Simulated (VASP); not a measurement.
# Re (Rhenium): how cutoff and mesh change the relaxed cell, part 2 of 2

How far does the relaxed cell of Re (Rhenium) depend on cutoff and k mesh? The starting structure is a measured crystal structure from the Crystallography Open Database. The first relaxation on each setting starts from this cell expanded by 3 % in volume.

VASP 6.6.1.

Results so far: reference 14.56 Å³ an atom; a cutoff of 230 eV 14.49 Å³ an atom; a 10×10×6 mesh 14.55 Å³ an atom.

### Step 5. Relaxation with a cutoff of 600 eV

Level of this step: PBEsol; plane waves and PAW (Re) (VASP).

Against step 2 the input has ENCUT = 600. This run starts from the cell of an earlier relaxation, which isn't shown; the restart sets up the plane waves anew.

File INCAR:

```
SYSTEM = Re
PREC = Accurate
ENCUT = 600
EDIFF = 1E-06
NELM = 100
ISMEAR = 1
SIGMA = 0.15
LREAL = .FALSE.
ALGO = Normal
GGA = PS
NBANDS = 13
LASPH = .TRUE.
LORBIT = 11
LWAVE = .FALSE.
LCHARG = .FALSE.
KPAR = 4
IBRION = 2
NSW = 50
ISIF = 3
EDIFFG = -0.006
```

File POSCAR:

```
Re
1.0
    2.7508895966      0.0000000000      0.0000000000
   -1.3754447982      2.3823402736      0.0000000000
    0.0000000000      0.0000000000      4.4434142505
Re
2
Direct
    0.6666666667      0.3333333333      0.7500000000
    0.3333333333      0.6666666667      0.2500000000
```

File KPOINTS:

```
Automatic mesh
0
Gamma
18 18 10
0 0 0
```

PAW data sets: Re (PBE family, release 64).

Run with:

```
$ mpirun -np 4 vasp_std
```

The program printed:

```text
[... set-up lines as in an earlier step ...]
 entering main loop
       N       E                     dE             d eps       ncg     rms          rms(c)
DAV:   1     0.308486816021E+02    0.30849E+02   -0.73415E+03 10924   0.146E+03
DAV:   2    -0.254463346412E+02   -0.56295E+02   -0.48171E+02  9752   0.329E+02
DAV:   3    -0.281957580422E+02   -0.27494E+01   -0.24691E+01 10221   0.932E+01
DAV:   4    -0.282457398818E+02   -0.49982E-01   -0.48669E-01  9137   0.681E+00
[...]
DAV:   9    -0.267379058421E+02    0.70725E-03   -0.35773E-04 10080   0.198E-01    0.449E-02
DAV:  10    -0.267378976659E+02    0.81762E-05   -0.62588E-05  9495   0.947E-02    0.135E-02
DAV:  11    -0.267378983642E+02   -0.69824E-06   -0.28702E-07  5738   0.218E-02
   1 F= -.26737898E+02 E0= -.26737981E+02  d E =-.267379E+02
[...]
N       E                     dE             d eps       ncg     rms          rms(c)
DAV:   1    -0.267379013627E+02   -0.36967E-05   -0.30156E-03  7076   0.289E+00    0.174E-01
DAV:   2    -0.267378839256E+02    0.17437E-04   -0.32484E-05  9673   0.196E-01    0.627E-02
DAV:   3    -0.267378795074E+02    0.44182E-05   -0.11604E-05  8141   0.110E-01    0.687E-03
DAV:   4    -0.267378796500E+02   -0.14265E-06   -0.47012E-08  4956   0.656E-03
   2 F= -.26737880E+02 E0= -.26737966E+02  d E =0.187142E-04
 trial-energy change:    0.000019  1 .order    0.000019   -0.000013    0.000052
 step:   0.2042(harm=  0.2042)  dis= 0.00000  next Energy=   -26.737900 (dE=-0.136E-05)
[...]
N       E                     dE             d eps       ncg     rms          rms(c)
DAV:   1    -0.267379170611E+02   -0.37554E-04   -0.19191E-03  6902   0.229E+00    0.130E-01
DAV:   2    -0.267379040126E+02    0.13048E-04   -0.21033E-05  9568   0.154E-01    0.453E-02
DAV:   3    -0.267378992671E+02    0.47455E-05   -0.24130E-06  3920   0.848E-02    0.111E-02
DAV:   4    -0.267378997181E+02   -0.45104E-06   -0.58498E-06  7790   0.163E-02
   3 F= -.26737900E+02 E0= -.26737983E+02  d E =-.135391E-05
[...]
reached required accuracy - stopping structural energy minimisation
```

It took 54 s on 4 MPI ranks of Intel Xeon Platinum 8259CL at 2.50GHz (Skylake/Cascade Lake), shared host; peak memory 0.89 GiB; 3.5 min of CPU time.

Parts of OUTCAR (step 5):

```text
  Total       -0.0015769     -0.0015769      0.0066747     -0.0000000      0.0000000      0.0000000
  in kB       -0.0867745     -0.0867745      0.3673094     -0.0000000      0.0000000      0.0000000
  external PRESSURE =       0.0645868 kB  Pullay stress =       0.0000000 kB

 POSITION                                       TOTAL-FORCE (eV/Angst)
 -----------------------------------------------------------------------------------
      1.37534      0.79405      3.33247         0.000000      0.000000      0.000000
     -0.00000      1.58810      1.11082        -0.000000     -0.000000      0.000000
 -----------------------------------------------------------------------------------
    total drift:                                0.000000     -0.000000     -0.000000

  FREE ENERGIE OF THE ION-ELECTRON SYSTEM (eV)
  ---------------------------------------------------
  free  energy   TOTEN  =       -26.7378997181 eV

  energy  without entropy=      -26.7381495380  energy(sigma->0) =      -26.73798299

[... 2 parts as in an earlier step ...]

[... 2 further parts left out ...]
[key lines of the parts left out:]
E-fermi :   7.8297
```

With a cutoff of 600 eV the cell ends at 14.557 Å³ an atom, +0.01 % from the reference; the bulk modulus is 400.9 GPa against 400.5 GPa.

### Step 6. Relaxation with a 27×27×14 mesh

Against step 2 the input has a 27×27×14 mesh. This run starts from the cell of an earlier relaxation, which isn't shown; the restart sets up the plane waves anew.

INCAR: that of step 5 with these lines changed.

```diff
@@ -2,3 +2,3 @@
 PREC = Accurate
-ENCUT = 600
+ENCUT = 450
 EDIFF = 1E-06
```

File POSCAR:

```
Re
1.0
    2.7507561349      0.0000000000      0.0000000000
   -1.3753780674      2.3822246924      0.0000000000
    0.0000000000      0.0000000000      4.4422492630
Re
2
Direct
    0.6666666667      0.3333333333      0.7500000000
    0.3333333333      0.6666666667      0.2500000000
```

File KPOINTS:

```
Automatic mesh
0
Gamma
27 27 14
0 0 0
```

Run with:

```
$ mpirun -np 4 vasp_std
```

The program printed:

```text
[... set-up lines as in an earlier step ...]
 entering main loop
       N       E                     dE             d eps       ncg     rms          rms(c)
DAV:   1     0.164564910599E+02    0.16456E+02   -0.64268E+03 30944   0.125E+03
DAV:   2    -0.267870075484E+02   -0.43243E+02   -0.37873E+02 26041   0.279E+02
DAV:   3    -0.282258834916E+02   -0.14389E+01   -0.13361E+01 27128   0.567E+01
DAV:   4    -0.282459681031E+02   -0.20085E-01   -0.19781E-01 24901   0.424E+00
[...]
DAV:   9    -0.267366886678E+02    0.10404E-02   -0.54671E-04 28660   0.247E-01    0.420E-02
DAV:  10    -0.267366937469E+02   -0.50791E-05   -0.54262E-05 25748   0.860E-02    0.158E-02
DAV:  11    -0.267366944358E+02   -0.68892E-06   -0.19485E-07 15212   0.183E-02
   1 F= -.26736694E+02 E0= -.26737002E+02  d E =-.267367E+02
[...]
reached required accuracy - stopping structural energy minimisation
```

Run time: 47 s. Hardware: 4 MPI ranks; peak memory 1.1 GiB.

OUTCAR, selected parts (step 6):

```text
  Total       -0.0025832     -0.0025832      0.0035641     -0.0000000      0.0000000      0.0000000
  in kB       -0.1421754     -0.1421754      0.1961670     -0.0000000      0.0000000      0.0000000
  external PRESSURE =      -0.0293946 kB  Pullay stress =       0.0000000 kB

 POSITION                                       TOTAL-FORCE (eV/Angst)
 -----------------------------------------------------------------------------------
      1.37538      0.79407      3.33169        -0.000000      0.000000      0.000000
     -0.00000      1.58815      1.11056         0.000000     -0.000000      0.000000
 -----------------------------------------------------------------------------------
    total drift:                               -0.000000      0.000000     -0.000000

  FREE ENERGIE OF THE ION-ELECTRON SYSTEM (eV)
  ---------------------------------------------------
  free  energy   TOTEN  =       -26.7366944358 eV

  energy  without entropy=      -26.7376172115  energy(sigma->0) =      -26.73700203

[... 1 part as in an earlier step ...]

[... 3 further parts left out ...]
[key lines of the parts left out:]
E-fermi :   7.8368
```

With a 27×27×14 mesh the cell ends at 14.555 Å³ an atom, -0.01 % from the reference; the bulk modulus is 401.2 GPa against 400.5 GPa.

### Step 7. Comparison

| run | volume (Å³/atom) | change (%) | bulk modulus (GPa) | pressure left (GPa) | core minutes |
| --- | --- | --- | --- | --- | --- |
| reference | 14.556 | - | 400.5 | -0.01 | 6.12 |
| a cutoff of 230 eV | 14.492 | -0.44 | 401.5 | 0.01 | 3.87 |
| a 10×10×6 mesh | 14.546 | -0.07 | 400.3 | 0.0 | 3.15 |
| a cutoff of 600 eV | 14.557 | 0.01 | 400.9 | 0.01 | 11.3 |
| a 27×27×14 mesh | 14.555 | -0.01 | 401.2 | 0.0 | 16.5 |

Core minutes are wall time times ranks, summed over the relaxations behind a row (those for a bulk modulus apart), on shared hosts.

### Step 8. Outcome

```json
{"volume of the reference": "14.56 Å³/atom", "volume against the reference, a cutoff of 230 eV": "-0.44 %", "volume against the reference, a 10×10×6 mesh": "-0.07 %", "volume against the reference, a cutoff of 600 eV": "+0.01 %", "volume against the reference, a 27×27×14 mesh": "-0.01 %"}
```

**Reading.** The volume moves most with a cutoff of 230 eV: -0.44 % against the reference (450 eV, 18×18×10 mesh). On finer settings it changes by +0.01 % with a cutoff of 600 eV and -0.01 % with a 27×27×14 mesh. A cell that shrinks at the lower cutoff is the usual mark of Pulay stress, the error that a plane-wave basis makes when it is kept while the volume changes. The bulk modulus stays within 2 %. Further runs on this material are not shown.

[Lines on the potential files, build, host, timing and source positions are cut from VASP's logs without a mark.]

[Logs are printed without paths, hosts, clocks, repeated set-up lines and the standing remarks that a program may print on its own settings, such as how far it seeks lower states.]

[Hosts, paths, dates, database ids (printed as entryN), source tags and the programs' standing remarks are cut or masked in the printed files.]
